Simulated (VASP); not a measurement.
Here is the system:

```
CELL_PARAMETERS angstrom
      5.51866     0.00000     0.00000
      0.00000     3.29926     0.00000
      0.00000     0.00000     6.43701
ATOMIC_POSITIONS crystal
  Hf 0.75249 0.25000 0.60927
  Hf 0.25249 0.25000 0.89073
  Hf 0.24751 0.75000 0.39073
  Hf 0.74751 0.75000 0.10927
  O  0.63991 0.25000 0.92459
  O  0.13991 0.25000 0.57541
  O  0.36009 0.75000 0.07541
  O  0.86009 0.75000 0.42459
  O  0.52313 0.25000 0.34012
  O  0.02313 0.25000 0.15988
  O  0.47687 0.75000 0.65988
  O  0.97687 0.75000 0.84012
```

Calculation: r2SCAN meta-GGA, VASP's PBE PAW potentials (set 64) (plane waves; VASP). Numerical set-up: 520 eV cut-off, 5×8×4 Γ-centred mesh, tetrahedra with Blöchl corrections, potentials Hf_pv O.

The cores are frozen, which limits the accuracy of field gradients.

Problem. Give the principal components of the electric field gradient (V/Å²) and the asymmetry η at each nucleus.

Solution. 
```
atom    Vxx    Vyy     Vzz     η
----  -----  -----  ------  ----
Hf1    84.7   60.5  -145.1  0.17
Hf2    84.7   60.5  -145.1  0.17
Hf3    84.7   60.5  -145.1  0.17
Hf4    84.7   60.5  -145.1  0.17
O5    -15.2  -10.7    25.9  0.17
O6    -15.2  -10.7    25.9  0.17
O7    -15.2  -10.7    25.9  0.17
O8    -15.2  -10.7    25.9  0.17
O9     14.5    8.8   -23.3  0.24
O10    14.5    8.8   -23.3  0.24
O11    14.5    8.8   -23.3  0.24
O12    14.5    8.8   -23.3  0.24
```

The structure was generated: HfO2 was put into the cotunnite type (Pnma), which need not be its known phase. It was relaxed first, which changed the volume by -7 %.
